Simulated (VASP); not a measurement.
```
CELL_PARAMETERS angstrom
      0.00000     2.23380     2.23380
      2.23380     0.00000     2.23380
      2.23380     2.23380     0.00000
ATOMIC_POSITIONS crystal
  Al 0.00000 0.00000 0.00000
  N  0.25000 0.25000 0.25000
```

The numbers are results of PBE GGA, VASP's PBE PAW potentials (set 64) (plane waves; VASP 6.6.1), not measurements. Run with 520 eV cut-off, 8×8×8 Γ-centred mesh, Gaussian smearing of 0.050 eV, potentials Al N.

**Question.** Give the stress tensor in GPa (positive for a compressed cell).

**Answer.** 
```
-7.99   0.00   0.00
 0.00  -7.99   0.00
 0.00   0.00  -7.99
```
The pressure is its mean diagonal, -7.99 GPa.

The compound is AlN in the zinc blende structure, a metastable form; wurtzite is the usual one. The cell was not relaxed at this level.
